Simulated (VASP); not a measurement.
A run of VASP 6.6.1:

INCAR

```
SYSTEM = RhPb
PREC = Accurate
ENCUT = 520
EDIFF = 1E-7
ISMEAR = 0
SIGMA = 0.1
LREAL = .FALSE.
LASPH = .TRUE.
NELM = 100
ALGO = Fast
ISIF = 2
LWAVE = .FALSE.
LCHARG = .FALSE.
GGA = PS
NBANDS = 52
```

KPOINTS

```
Automatic mesh
0
G
  6 6 4
  0 0 0
```

The input POSCAR:

```
RhPb
1.0
    5.6780000000      0.0000000000      0.0000000000
   -2.8390000000      4.9172922427      0.0000000000
    0.0000000000      0.0000000000      4.4280000000
Rh Pb
3 3
Direct
    0.5000000000      0.0000000000      0.0000000000
    0.5000000000      0.5000000000      0.0000000000
    0.0000000000      0.5000000000      0.0000000000
    0.3333333333      0.6666666667      0.5000000000
    0.6666666667      0.3333333333      0.5000000000
    0.0000000000      0.0000000000      0.0000000000
```

Potentials or basis: VASP PAW PBE potentials, release 64 (Rh_pv, Pb_d).

Command:

```console
$ cat potpaw_PBE.64/Rh_pv/POTCAR potpaw_PBE.64/Pb_d/POTCAR > POTCAR
$ mpirun -np 1 vasp_std > vasp.out
```

Hardware: 1 thread of AMD EPYC 9R45 (Zen 5) (shared host).

**Question.** Estimate the wall time of this run.

**Answer.** It took 120 s on 1 thread of AMD EPYC 9R45 (Zen 5), on a shared host, peak memory 0.26 GiB. Counts: scf iterations 17, k points 21.
